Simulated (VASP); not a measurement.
Given:

```yaml
crystal:
  lattice:
    - [4.38798, 0.00000, 0.00000]
    - [-2.19399, 3.80011, 0.00000]
    - [0.00000, 0.00000, 7.19023]
  atoms:
    - { symbol: Cd, position: [0.66667, 0.33333, 0.47300] }
    - { symbol: Cd, position: [0.00000, 0.00000, 0.02472] }
    - { symbol: Te, position: [0.00000, 0.00000, 0.63054] }
    - { symbol: S, position: [0.66667, 0.33333, 0.11974] }
```

All values below come from r2SCAN meta-GGA, VASP's PBE PAW potentials (set 64) (plane waves; VASP 6.6.1). Numerical set-up: 400 eV cut-off, 5×5×3 Γ-centred mesh, Gaussian smearing of 0.050 eV, potentials Cd Te S.

What does the run give for the energy per atom (σ→0)?

```json
{
 "energy per atom (σ→0)": "-19.026 eV/atom"
}
```

The absolute energy has meaning only against runs of the same code, potentials and settings.

The structure comes from a computed database's Cd2TeS entry (P3m1); how it stands against other phases isn't given here. It was relaxed first. The start is the result of an earlier pass.
